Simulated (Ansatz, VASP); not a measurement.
**One calculation of SrMg, two programs**

The input INCAR:

```
SYSTEM = SrMg
  PREC = Accurate
  ENCUT = 520
  EDIFF = 1E-8
  ISMEAR = -1
  SIGMA = 0.05
  LREAL = .False.
  LASPH = .True.
  NELM = 80
  ALGO = Normal
  ISIF = 2
  LWAVE = .False.
  LCHARG = .False.
  GGA = CA
  LEFG = .True.
  NBANDS = 13
```

KPOINTS

```
Automatic mesh
0
Gamma
  9 9 9
  0 0 0
```

File POSCAR:

```
SrMg
1.0
    3.9000000000      0.0000000000      0.0000000000
    0.0000000000      3.9000000000      0.0000000000
    0.0000000000      0.0000000000      3.9000000000
Sr Mg
1 1
Direct
    0.5000000000      0.5000000000      0.5000000000
    0.0000000000      0.0000000000      0.0000000000
```

Input for Ansatz:

```yaml
crystal:
  lattice:
    - [3.9, 0.0, 0.0]
    - [0.0, 3.9, 0.0]
    - [0.0, 0.0, 3.9]
  atoms:
    - { symbol: Sr, position: [0.5, 0.5, 0.5] }
    - { symbol: Mg, position: [0.0, 0.0, 0.0] }
kpoints:
  mp_grid: { grid: [9, 9, 9] }
  band_path:
    path:
      - [0.0, 0.0, 0.0]
      - [0.0, 0.5, 0.0]
      - [0.5, 0.5, 0.0]
      - [0.0, 0.0, 0.0]
      - [0.5, 0.5, 0.5]
      - [0.0, 0.5, 0.0]
      - [0.5, 0.5, 0.5]
      - [0.5, 0.5, 0.0]
    npoints: 14
scf:
  occupations: { method: fermi_dirac, width: 0.05 }
hamiltonian:
  xc: lda
  pseudopotentials: { kind: paw }
output:
  forces: true
  stress: true
  eigenvalues: true
  efg: { contact_densities: true }
  populations: true
  bader: true
  dos: { projected: true, de: 0.2, e_range: [-14, 8] }
  write_density: true
  write_potential: true
  elf: true
  volumetric_format: npy
```

Alike in both runs: task electric field gradients; functional LDA; k mesh 9 × 9 × 9; occupations fermi-dirac, width 0.05 eV; no spin polarisation.

|  | VASP | Ansatz |
| --- | --- | --- |
| version | VASP 6.6.1 | Ansatz 0.2.0 |
| potentials or method | VASP PAW LDA potentials, release 64 (Sr_sv, Mg) | PAW with Ansatz's default frozen-core files, scalar-relativistic |
| plane-wave cutoff (eV) | 520 | 420 |
| valence electrons in the cell | 12 | 20 |

```csv
,VASP,Ansatz,Ansatz less VASP
pressure (GPa),3.3,3.4,+0.14
Vzz of the field gradient on the site that differs most (V/Å²),0.0,0.0,0.00
```

The two sets of potentials don't hold the same shells in valence. Ansatz warned: «gradients_without_spin_orbit».
